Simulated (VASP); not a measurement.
An input for Quantum ESPRESSO's pw.x (written as the equivalent of a VASP run, and not itself run):

```
&CONTROL
  calculation = 'scf'
  pseudo_dir = './pseudo'
  outdir = './out'
  tprnfor = .true.
  tstress = .true.
/
&SYSTEM
  ibrav = 0
  nat = 1
  ntyp = 1
  ecutwfc = 76
  occupations = 'smearing'
  smearing = 'methfessel-paxton'
  degauss = 0.00735
  input_dft = 'vdw-df-obk8'
/
&ELECTRONS
  conv_thr = 7.3e-09
  electron_maxstep = 100
/
ATOMIC_SPECIES
  Au 196.967 Au.upf
CELL_PARAMETERS angstrom
     0.0000000    2.0797416    2.0797416
     2.0797416    0.0000000    2.0797416
     2.0797416    2.0797416    0.0000000
ATOMIC_POSITIONS crystal
  Au   0.0000000  0.0000000  0.0000000
K_POINTS automatic
  15 15 15 0 0 0
```

Write the VASP files for the same calculation (optB88-vdW).

This is not unique; one that fits is 
POSCAR:
```
Au
1
    0.0000000000     2.0797415631     2.0797415631
    2.0797415631     0.0000000000     2.0797415631
    2.0797415631     2.0797415631     0.0000000000
Au
1
Direct
  0.0000000000   0.0000000000   0.0000000000
```

INCAR:
```
# general
SYSTEM    =  Au
PREC      =  Accurate
ENCUT     =  520
LREAL     =  .FALSE.
LASPH     =  .TRUE.

# electronic loop
EDIFF     =  1E-7
NELM      =  100
ALGO      =  Normal
LMAXMIX   =  6

# smearing
ISMEAR    =  1
SIGMA     =  0.1

# functional
GGA       =  BO
LUSE_VDW  =  .TRUE.
AGGAC     =  0.0
PARAM1    =  0.1833333333
PARAM2    =  0.22

# ions
ISIF      =  2

# output
LWAVE     =  .FALSE.
LCHARG    =  .FALSE.
```

### KPOINTS
```
Automatic mesh
0
Gamma
15 15 15
0 0 0
```

POTCAR, in this order: Au (PBE.64 set). Program: vasp_std.

The two are equivalent in intent, not identical: the potentials are each code's own (VASP's PAW set, PseudoDojo norm-conserving files in pw.x), so ENCUT and ecutwfc are chosen apart and not converted; conv_thr bounds pw.x's estimated SCF error, while EDIFF bounds the energy change between steps.

The compound is Au in the fcc structure. It was relaxed first, which changed the volume by +6 %.
